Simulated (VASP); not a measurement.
Set up this calculation in VASP 6.6.1, as the native input.

```
Task                   : single point
Functional             : PBE
Potentials or basis    : VASP PAW PBE potentials, release 64 (Cd, Mg, N)
Cutoff                 : 520 eV
k mesh                 : 9 × 9 × 5
Occupations            : fermi-dirac, width 0.05 eV
Spin                   : no spin polarisation
Further INCAR settings : ALGO = Normal; EDIFF = 1e-07; NBANDS = 21
```

The structure of Mg2CdN2 lies in POSCAR:

```
Mg2CdN2
1.0
    3.5528825911      0.0000000000      0.0000000000
   -1.7764412956      3.0768865806      0.0000000000
    0.0000000000      0.0000000000      5.9838310064
Cd Mg N
1 2 2
Direct
    0.0000000000      0.0000000000      0.5000000000
    0.3333333333      0.6666666667      0.8465580000
    0.6666666667      0.3333333333      0.1534420000
    0.3333333333      0.6666666667      0.2277690000
    0.6666666667      0.3333333333      0.7722310000
```

The cell comes from a database or a generator and needn't be the stable form of this composition.

The input as run:

INCAR

```
SYSTEM = Mg2CdN2
PREC = Accurate
ENCUT = 520
EDIFF = 1E-7
ISMEAR = -1
SIGMA = 0.05
LREAL = .False.
LASPH = .True.
NELM = 60
ALGO = Normal
ISIF = 2
LWAVE = .False.
LCHARG = .False.
GGA = PE
NBANDS = 21
```

KPOINTS

```
regular mesh
0
Gamma
  9 9 5
  0 0 0
```

Potentials or basis: VASP PAW PBE potentials, release 64 (Cd, Mg, N).

The run is started by

```bash
$ cat potpaw_PBE.64/Cd/POTCAR potpaw_PBE.64/Mg/POTCAR potpaw_PBE.64/N/POTCAR > POTCAR
$ mpirun -np 1 vasp_std > vasp.out
```

Results of the run:

```json
{
 "Pressure": "-0.3 GPa",
 "Largest force": "0.026 eV/Å",
 "Band gap on the k mesh": "0.30 eV, indirect (least direct gap 0.68 eV)"
}
```

Caveat: an odd mesh through Γ misses points on the zone boundary, where band edges often lie.

Run time: 77 s on 1 thread of Intel(R) Xeon(R) Platinum 8488C (Sapphire Rapids), on a shared host, peak memory 0.23 GiB.
